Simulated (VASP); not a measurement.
# TiB2 under strain, part 3 of 4

Aim: follow the pressure of TiB2 through compression, expansion and shear. All runs use LDA. Left out of this account: 1 further run (fields: a reference on another mesh). The start is a cell from a database of measured crystal structures.

VASP 6.6.1; LDA; plane waves and PAW (Ti_sv, B).

So far, pressure (GPa): step 2 (bands, cell as listed) -10.9; step 3 (cell volume +4.0 %) -19.5; step 4 (cell volume +8.0 %) -26.6.

## 5. Bands, sheared, principal strains -3.5, +1.5, +2.0 %

The cell is sheared at fixed volume, which lowers its symmetry.

File INCAR:

```
SYSTEM = TiB2
PREC = Accurate
ENCUT = 420
EDIFF = 1E-06
NELM = 100
ISMEAR = -1
SIGMA = 0.05
LREAL = .FALSE.
ALGO = Normal
GGA = CA
NBANDS = 22
LASPH = .TRUE.
LORBIT = 11
LWAVE = .FALSE.
LCHARG = .FALSE.
KPAR = 4
```

File POSCAR:

```
TiB2
1.0
    3.0255200000      0.0769870000     -0.0269190000
   -1.4460880000      2.5588660000      0.0364890000
   -0.0286900000      0.0283410000      3.2673420000
Ti B
1 2
Direct
    0.0000000000      0.0000000000      0.0000000000
    0.3333333333      0.6666666667      0.5000000000
    0.6666666667      0.3333333333      0.5000000000
```

File KPOINTS:

```
Automatic mesh
0
Gamma
11 11 9
0 0 0
```

File KPOINTS_OPT:

```
Line mode
16
Line-mode
Reciprocal
 -0.50000000   0.00000000   0.00000000 X
  0.00000000   0.00000000   0.00000000 GAMMA

  0.00000000   0.00000000   0.00000000 GAMMA
  0.00000000   0.00000000   0.50000000 Y

 -0.50000000   0.00000000   0.50000000 L
  0.00000000   0.00000000   0.00000000 GAMMA

  0.00000000   0.00000000   0.00000000 GAMMA
  0.00000000   0.50000000   0.00000000 Z

 -0.50000000   0.50000000   0.00000000 N
  0.00000000   0.00000000   0.00000000 GAMMA

  0.00000000   0.00000000   0.00000000 GAMMA
  0.00000000   0.50000000   0.50000000 M

 -0.50000000   0.50000000   0.50000000 R
  0.00000000   0.00000000   0.00000000 GAMMA
```

PAW data sets: Ti_sv and B (LDA family, release 64).

On the command line:

```sh
mpirun -np 4 vasp_std
```

Output:

```text
[... set-up lines as in an earlier step ...]
 entering main loop
       N       E                     dE             d eps       ncg     rms          rms(c)
DAV:   1     0.114697804461E+03    0.11470E+03   -0.71233E+03 24122   0.800E+02
DAV:   2    -0.255387505659E+02   -0.14024E+03   -0.13253E+03 25850   0.250E+02
DAV:   3    -0.320663295858E+02   -0.65276E+01   -0.64500E+01 28518   0.547E+01
DAV:   4    -0.321907451665E+02   -0.12442E+00   -0.12431E+00 26804   0.722E+00
DAV:   5    -0.321929783572E+02   -0.22332E-02   -0.22331E-02 28324   0.886E-01    0.162E+01
DAV:   6    -0.268611882012E+02    0.53318E+01   -0.14195E+01 29400   0.356E+01    0.363E+00
DAV:   7    -0.268075621627E+02    0.53626E-01   -0.10214E+00 27766   0.942E+00    0.332E+00
DAV:   8    -0.267997647188E+02    0.77974E-02   -0.69823E-02 33336   0.196E+00    0.886E-01
DAV:   9    -0.267962833735E+02    0.34813E-02   -0.44386E-02 26770   0.224E+00    0.392E-01
DAV:  10    -0.267949611650E+02    0.13222E-02   -0.39638E-03 30340   0.611E-01    0.624E-02
DAV:  11    -0.267950200031E+02   -0.58838E-04   -0.45511E-04 27148   0.146E-01    0.372E-02
DAV:  12    -0.267950144289E+02    0.55742E-05   -0.26893E-05 27022   0.514E-02    0.681E-03
DAV:  13    -0.267950127874E+02    0.16415E-05   -0.45149E-06 28902   0.231E-02    0.184E-03
DAV:  14    -0.267950126675E+02    0.11990E-06   -0.13259E-07 14096   0.301E-03
   1 F= -.26795013E+02 E0= -.26793654E+02  d E =-.271801E-02
 Start KPOINTS_OPT (optional k-point list driver)
k-point batch [1-112\112]
       N       E                     dE             ncg
DAV:   1     0.675745495057E+04   -0.40951E+05     4974
DAV:   2    -0.890471949013E+04   -0.15662E+05     5144
DAV:   3    -0.966091760324E+04   -0.75620E+03     5930
DAV:   4    -0.967456011158E+04   -0.13643E+02     5582
DAV:   5    -0.967474583800E+04   -0.18573E+00     5822
DAV:   6    -0.967474922956E+04   -0.33916E-02     5648
DAV:   7    -0.967474930670E+04   -0.77136E-04     5748
DAV:   8    -0.967474930849E+04   -0.17914E-05     4128
DAV:   9    -0.967474930867E+04   -0.18012E-06     3844
```

It took 54 s on 4 MPI ranks of Intel Xeon Platinum 8488C (Sapphire Rapids), shared host; peak memory 1.6 GiB; 3.5 min of CPU time.

OUTCAR, selected parts (step 5):

```text
   k-points           NKPTS =    545   k-points in BZ     NKDIM =    545   number of bands    NBANDS=     22

   ENCUT  =  420.0 eV  30.87 Ry    5.56 a.u.   5.06  4.91  5.46*2*pi/ulx,y,z

   NELECT =      18.0000    total number of electrons

 E-fermi :   9.8734

 k-point     1 :       0.0000    0.0000    0.0000
  band No.  band energies     occupation
    ...
      5      -3.3951      2.00000
      6       7.1644      2.00000
      7       7.4648      2.00000
      8       7.6581      2.00000
      9       7.8398      2.00000
     10      11.6866      0.00000
     11      11.8330      0.00000
     12      13.3561      0.00000
     13      13.5352      0.00000
     14      15.2934      0.00000
    ...

  Total       -1.4231501     -0.6836687     -2.4932432     -2.4142079     -0.7435952      0.7358204
  in kB      -88.8766095    -42.6955377   -155.7045837   -150.7687793    -46.4379812     45.9524409
  external PRESSURE =     -95.7589103 kB  Pullay stress =       0.0000000 kB

 POSITION                                       TOTAL-FORCE (eV/Angst)
 -----------------------------------------------------------------------------------
      0.00000      0.00000      0.00000         0.000000      0.000000      0.000000
      0.03010      1.74574      1.64902        -0.171917      0.005046      0.008225
      1.52064      0.91845      1.62789         0.171917     -0.005046     -0.008225
 -----------------------------------------------------------------------------------
    total drift:                               -0.000000      0.000000      0.000000

  FREE ENERGIE OF THE ION-ELECTRON SYSTEM (eV)
  ---------------------------------------------------
  free  energy   TOTEN  =       -26.7950126675 eV

  energy  without entropy=      -26.7922946609  energy(sigma->0) =      -26.79365366

[... 1 part as in an earlier step ...]

[... 14 further parts left out ...]
```

The path and its labels are those of the sheared lattice, so a letter need not mean the same point as in the unstrained cell.

Numbers from this step:

```
irreducible k-points    : 545
symmetry operations     : 2
free energy (TOTEN)     : -26.80 eV
energy at zero smearing : -26.79 eV
Fermi energy            : 9.873 eV
pressure                : -9.576 GPa
```

The electronic bands at the labelled points (eV, zero at the Fermi level; # counts the bands kept):

```tsv
point	#1	#2	#3	#4	#5	#6	#7	#8
X	-9.23	-3.38	-2.70	-2.05	1.49	2.74	3.34	3.47
0.53 of the way	-5.04	-2.97	-2.34	-1.75	1.74	2.07	2.63	3.00
Γ	-2.71	-2.41	-2.22	-2.03	1.81	1.96	3.48	3.66
0.53 of the way	-5.68	-1.96	-1.48	0.37	0.48	0.78	2.08	2.39
Y	-7.48	-0.58	-0.27	-0.19	0.09	0.21	0.75	1.46
jump to L	-7.42	-4.11	-3.59	-3.25	2.31	2.93	4.24	4.55
0.47 of the way	-5.53	-4.48	-2.84	-1.33	1.43	1.52	3.41	3.63
Γ	-2.71	-2.41	-2.22	-2.03	1.81	1.96	3.48	3.66
0.53 of the way	-5.26	-3.03	-2.83	-1.75	1.54	2.03	2.52	3.39
Z	-8.89	-3.28	-3.19	-2.21	1.31	2.70	3.32	3.40
jump to N	-8.70	-3.46	-3.22	-2.32	1.21	2.83	3.21	3.31
0.47 of the way	-5.11	-3.03	-3.00	-1.81	1.48	2.04	2.47	3.50
Γ	-2.71	-2.41	-2.22	-2.03	1.81	1.96	3.48	3.66
0.47 of the way	-4.89	-4.13	-3.00	-1.09	1.13	1.24	3.23	3.71
M	-7.43	-4.58	-3.72	-2.90	2.37	2.98	4.26	4.70
jump to R	-7.44	-4.82	-3.81	-2.71	2.42	3.04	4.39	4.67
0.47 of the way	-5.23	-4.16	-3.50	-1.34	1.18	1.30	3.45	3.91
Γ	-2.71	-2.41	-2.22	-2.03	1.81	1.96	3.48	3.66
```

Of the projections kept (Ti, B), the largest for each band there; the rest of the weight can lie on other orbitals:

```tsv
point	#1	#2	#3	#4	#5	#6	#7	#8
X	B 0.75	Ti 0.59	B 0.94	Ti 0.93	Ti 1.00	Ti 0.98	Ti 0.93	B 0.87
Γ	B 0.53	B 0.82	Ti 0.55	Ti 0.79	Ti 1.00	Ti 1.00	Ti 0.63	Ti 0.65
Y	B 0.54	B 1.00	B 1.00	Ti 0.86	Ti 0.89	Ti 0.99	Ti 1.00	Ti 0.94
L	B 0.87	B 0.67	Ti 0.72	B 0.66	Ti 0.98	Ti 1.00	Ti 0.84	Ti 0.76
Γ	B 0.53	B 0.82	Ti 0.55	Ti 0.79	Ti 1.00	Ti 1.00	Ti 0.63	Ti 0.65
Z	B 0.88	Ti 0.61	B 0.94	Ti 0.90	Ti 1.00	Ti 0.97	B 0.90	Ti 0.92
```

The electronic bands as a text plot (rows in eV, shown from -8.0 to 5.9 only):

```
    5.6 |      ***    ***     **             **      *** *      *
    5.0 |                                               *
    4.4 |             **                             *****
    3.9 |      **      ****   **         *    *   *****  ****
    3.3 |**** ****       ********  ****** * ********        *****
    2.7 |******   *   **     *   ************        *****
    2.1 |  ******  *  ***     *******    *******    *******    **
    1.5 |*****  **  **   ************** ********** **     **  ***
    1.0 |         ****     **          *        ****        ***
    0.4 |          ***
   -0.2 |         * **
   -0.8 |           **     **                   **           *
   -1.3 |        * **    **  *                 *  **       ** **
   -1.9 |***********    *    ********** *******     *     *     *
   -2.5 |**********        ** *****    *   *******   ** **    ***
   -3.1 | ****        ** **  *  *********** *  ** **   *    ****
   -3.7 |*    *  *    ***   **         *   *    **  * ***  * **
   -4.2 |    *        *******     *              ******  *****
   -4.8 |         *        *              *       *    ***  *
   -5.4 |   *      *      *              *         *       *
   -6.0 |                *         *                *     *
   -6.6 |  *        *   *               *
   -7.1 |             **            *                ** **
   -7.7 | *          *               * *               *
         X      Γ    Y|L       Γ     Z|N      Γ       M|R       Γ
```

Force by atom:

```tsv
atom	x (eV/Å)	y (eV/Å)	z (eV/Å)	size
Ti1	0.000	0.000	0.000	0.000
B2	-0.172	0.005	0.008	0.172
B3	0.172	-0.005	-0.008	0.172
```

 The pressure is -9.58 GPa, and the symmetry operations fall from 24 to 2.

## 6. Bands, volume times 0.96

The cell is compressed evenly, with fractional positions held.

INCAR is that of step 5.

File POSCAR:

```
TiB2
1.0
    2.9882598462      0.0000000000      0.0000000000
   -1.4941299231      2.5879089399      0.0000000000
    0.0000000000      0.0000000000      3.1847676243
Ti B
1 2
Direct
    0.0000000000      0.0000000000      0.0000000000
    0.3333333333      0.6666666667      0.5000000000
    0.6666666667      0.3333333333      0.5000000000
```

KPOINTS is that of step 5.

File KPOINTS_OPT:

```
Line mode
16
Line-mode
Reciprocal
  0.00000000   0.00000000   0.00000000 GAMMA
  0.50000000   0.00000000   0.00000000 M

  0.50000000   0.00000000   0.00000000 M
  0.33333333   0.33333333   0.00000000 K

  0.33333333   0.33333333   0.00000000 K
  0.00000000   0.00000000   0.00000000 GAMMA

  0.00000000   0.00000000   0.00000000 GAMMA
  0.00000000   0.00000000   0.50000000 A

  0.00000000   0.00000000   0.50000000 A
  0.50000000   0.00000000   0.50000000 L

  0.50000000   0.00000000   0.50000000 L
  0.33333333   0.33333333   0.50000000 H

  0.33333333   0.33333333   0.50000000 H
  0.00000000   0.00000000   0.50000000 A

  0.50000000   0.00000000   0.50000000 L
  0.50000000   0.00000000   0.00000000 M

  0.33333333   0.33333333   0.00000000 K
  0.33333333   0.33333333   0.50000000 H
```

On the command line:

```sh
mpirun -np 4 vasp_std
```

Output:

```text
[... set-up lines as in an earlier step ...]
 entering main loop
       N       E                     dE             d eps       ncg     rms          rms(c)
DAV:   1     0.114978795608E+03    0.11498E+03   -0.71141E+03  3542   0.808E+02
DAV:   2    -0.257120689274E+02   -0.14069E+03   -0.13290E+03  3796   0.251E+02
DAV:   3    -0.321581586617E+02   -0.64461E+01   -0.63702E+01  4120   0.547E+01
DAV:   4    -0.322768849905E+02   -0.11873E+00   -0.11864E+00  3954   0.711E+00
DAV:   5    -0.322789340232E+02   -0.20490E-02   -0.20490E-02  4070   0.855E-01    0.172E+01
DAV:   6    -0.269553187905E+02    0.53236E+01   -0.13280E+01  4466   0.361E+01    0.374E+00
DAV:   7    -0.269234093475E+02    0.31909E-01   -0.87269E-01  4040   0.859E+00    0.354E+00
DAV:   8    -0.269192575622E+02    0.41518E-02   -0.54849E-02  4830   0.174E+00    0.792E-01
DAV:   9    -0.269173270052E+02    0.19306E-02   -0.32484E-02  3874   0.193E+00    0.367E-01
DAV:  10    -0.269165834757E+02    0.74353E-03   -0.23471E-03  4614   0.490E-01    0.759E-02
DAV:  11    -0.269166281133E+02   -0.44638E-04   -0.41855E-04  3934   0.145E-01    0.372E-02
DAV:  12    -0.269166220838E+02    0.60296E-05   -0.18727E-05  3956   0.403E-02    0.665E-03
DAV:  13    -0.269166199415E+02    0.21423E-05   -0.53323E-06  4122   0.266E-02    0.232E-03
DAV:  14    -0.269166198499E+02    0.91554E-07   -0.20072E-07  2090   0.384E-03
   1 F= -.26916620E+02 E0= -.26915296E+02  d E =-.264681E-02
 Start KPOINTS_OPT (optional k-point list driver)
k-point batch [1-80\144]
       N       E                     dE             ncg
DAV:   1    -0.202873243699E+04   -0.36010E+05     3574
DAV:   2    -0.132316207435E+05   -0.11203E+05     3802
DAV:   3    -0.137822038427E+05   -0.55058E+03     4178
DAV:   4    -0.137922109347E+05   -0.10007E+02     3862
DAV:   5    -0.137923458731E+05   -0.13494E+00     4084
DAV:   6    -0.137923481626E+05   -0.22895E-02     3912
DAV:   7    -0.137923482091E+05   -0.46484E-04     3946
DAV:   8    -0.137923482100E+05   -0.94364E-06     2736
k-point batch [81-144\144]
       N       E                     dE             ncg
DAV:   1     0.701661456862E+04   -0.48148E+05     2848
DAV:   2    -0.180311726936E+04   -0.88197E+04     3052
DAV:   3    -0.221106898452E+04   -0.40795E+03     3528
DAV:   4    -0.221727577788E+04   -0.62068E+01     3126
DAV:   5    -0.221735172665E+04   -0.75949E-01     3496
DAV:   6    -0.221735293883E+04   -0.12122E-02     3234
DAV:   7    -0.221735296174E+04   -0.22909E-04     3488
DAV:   8    -0.221735296215E+04   -0.41361E-06     2294
```

The job ended after 15 s (4 MPI ranks; peak memory 0.66 GiB).

OUTCAR, selected parts (step 6):

```text
   ENCUT  =  420.0 eV  30.87 Ry    5.56 a.u.   4.99  4.99  5.32*2*pi/ulx,y,z

   NELECT =      18.0000    total number of electrons

 E-fermi :  10.3461

 k-point     1 :       0.0000    0.0000    0.0000
  band No.  band energies     occupation
    ...
      5      -3.1250      2.00000
      6       7.7052      2.00000
      7       7.7052      2.00000
      8       8.1121      2.00000
      9       8.1668      2.00000
     10      12.3735      0.00000
     11      12.3735      0.00000
     12      14.2111      0.00000
     13      14.2111      0.00000
     14      16.3679      0.00000
    ...

  Total        0.1421822      0.1421822     -0.4829549      0.0000000      0.0000000      0.0000000
  in kB        9.2493410      9.2493410    -31.4175306      0.0000000      0.0000000      0.0000000
  external PRESSURE =      -4.3062828 kB  Pullay stress =       0.0000000 kB

 POSITION                                       TOTAL-FORCE (eV/Angst)
 -----------------------------------------------------------------------------------
      0.00000      0.00000      0.00000         0.000000     -0.000000      0.000000
     -0.00000      1.72527      1.59238         0.000000     -0.000000      0.000000
      1.49413      0.86264      1.59238        -0.000000      0.000000      0.000000
 -----------------------------------------------------------------------------------
    total drift:                               -0.000000      0.000000      0.000000

  FREE ENERGIE OF THE ION-ELECTRON SYSTEM (eV)
  ---------------------------------------------------
  free  energy   TOTEN  =       -26.9166198499 eV

  energy  without entropy=      -26.9139730381  energy(sigma->0) =      -26.91529644

[... 3 parts as in an earlier step ...]

[... 13 further parts left out ...]
```

Numbers from this step:

```
irreducible k-points    : 80
symmetry operations     : 24
free energy (TOTEN)     : -26.92 eV
energy at zero smearing : -26.92 eV
Fermi energy            : 10.35 eV
pressure                : -0.4306 GPa
```

Electronic bands along the path, in eV, zero at the Fermi level; # counts the bands kept:

```tsv
point	#2	#3	#4	#5	#6	#7	#8	#9
Γ	-2.64	-2.64	-2.23	-2.18	2.03	2.03	3.87	3.87
0.53 of the way	-5.50	-2.97	-2.90	-1.90	1.69	2.25	2.64	3.59
M	-9.05	-3.30	-3.25	-2.33	1.44	2.93	3.44	3.54
0.53 of the way	-8.81	-5.51	-2.89	-0.33	-0.30	2.26	2.98	5.66
K	-8.18	-7.44	-1.89	-1.89	1.47	1.47	2.12	7.27
0.47 of the way	-5.67	-4.30	-2.98	-0.86	0.94	1.53	3.10	4.63
Γ	-2.64	-2.64	-2.23	-2.18	2.03	2.03	3.87	3.87
0.53 of the way	-5.72	-1.88	-1.88	0.58	0.58	0.58	2.38	2.38
A	-7.64	-0.50	-0.50	-0.15	-0.15	0.48	0.48	1.75
0.53 of the way	-5.97	-4.96	-3.71	-1.58	1.73	2.22	2.93	3.65
L	-7.47	-4.73	-3.89	-3.01	2.65	3.12	4.83	4.86
0.47 of the way	-7.65	-5.22	-3.57	-3.09	2.66	3.52	4.45	4.79
H	-8.55	-5.72	-3.13	-3.13	2.67	4.59	4.59	4.80
0.47 of the way	-5.48	-5.42	-4.39	-1.94	2.03	2.43	3.27	4.20
A	-7.64	-0.50	-0.50	-0.15	-0.15	0.48	0.48	1.75
jump to L	-7.47	-4.73	-3.89	-3.01	2.65	3.12	4.83	4.86
0.47 of the way	-8.51	-4.18	-3.13	-2.80	1.99	3.03	3.25	4.99
M	-9.05	-3.30	-3.25	-2.33	1.44	2.93	3.44	3.54
jump to K	-8.18	-7.44	-1.89	-1.89	1.47	1.47	2.12	7.27
0.47 of the way	-8.34	-6.74	-2.61	-2.61	2.39	2.76	2.76	6.25
H	-8.55	-5.72	-3.13	-3.13	2.67	4.59	4.59	4.80
```

Of the projections kept (Ti, B), the largest for each band there; the rest of the weight can lie on other orbitals:

```tsv
point	#2	#3	#4	#5	#6	#7	#8	#9
Γ	B 0.57	B 0.57	B 0.82	Ti 0.99	Ti 1.00	Ti 1.00	Ti 0.64	Ti 0.64
M	B 0.87	Ti 0.61	B 0.93	Ti 0.90	Ti 1.00	Ti 0.98	Ti 0.91	B 0.90
K	B 0.84	B 0.72	Ti 0.67	Ti 0.67	Ti 0.86	Ti 0.86	Ti 0.89	Ti 0.57
Γ	B 0.57	B 0.57	B 0.82	Ti 0.99	Ti 1.00	Ti 1.00	Ti 0.64	Ti 0.64
A	B 0.54	B 1.00	B 1.00	Ti 0.86	Ti 0.86	Ti 1.00	Ti 1.00	Ti 0.93
L	B 0.88	B 0.68	Ti 0.72	B 0.65	Ti 0.99	Ti 1.00	Ti 0.84	Ti 0.76
```

The electronic bands as a text plot (rows in eV, shown from -8.0 to 6.0 only):

```
    5.7 |         *         *           ** *  *         *      *
    5.1 |              *                    *         ***       *
    4.6 |        *                     **********     *  *      *
    4.0 |*   *  *       *   *         **    * ** *     *  *    *
    3.4 | * * ****    ** *** *       **  ***   **
    2.8 |  ********  *  ***   *      * ************   *****   ***
    2.2 |** *     ***    ****  *    ****        ****  **** ****
    1.6 |  *****   **  ****  *  ******           * ***    ***
    1.1 |       *  **** *     * ** **             ***
    0.5 |        *    **       *  **                **
   -0.1 |         *   *       * ** *                 *
   -0.7 |         *    *         ** *             ** *
   -1.3 |        * ***  *    *  *    *              *
   -1.9 | ****  *        ***   *   *  *          *  *      **
   -2.4 |***  **   ***   ******     *  *       **  *    ***  **
   -3.0 | * *******   ******        *   *******   **  *****    **
   -3.6 |       *       *    *       *   ***  *   *   *  **
   -4.2 |  *             *           ****      * *     **
   -4.8 |   *    *     *      *        ****     **    *
   -5.4 |               *             *    ** **
   -6.0 |         *   **       *             *  **             **
   -6.5 |    *       *               * *          *           *
   -7.1 |          ** *         *  **   *      *   *        **
   -7.7 |     *     **           **      ***  *     ***    *
         Γ      M   K       Γ     A      L   H      A|L   M|K   H
```

 The pressure is -0.43 GPa.

Of the bands kept, 2 cross the Fermi level on this path.

(Part 3 of 4 ends here.)

[Lines on the potential files, build, host, timing and source positions are cut from VASP's logs without a mark.]

[Logs are printed without paths, hosts, clocks, repeated set-up lines and the standing remarks that a program may print on its own settings, such as how far it seeks lower states.]

[Hosts, paths, dates, database ids (printed as entryN), source tags and the programs' standing remarks are cut or masked in the printed files.]

[A measured line is paired with the nearest computed mode of its activity, which favours agreement.]

[Band numbers marked # count the bands kept; VASP's own numbers are higher by 4 or 5.]
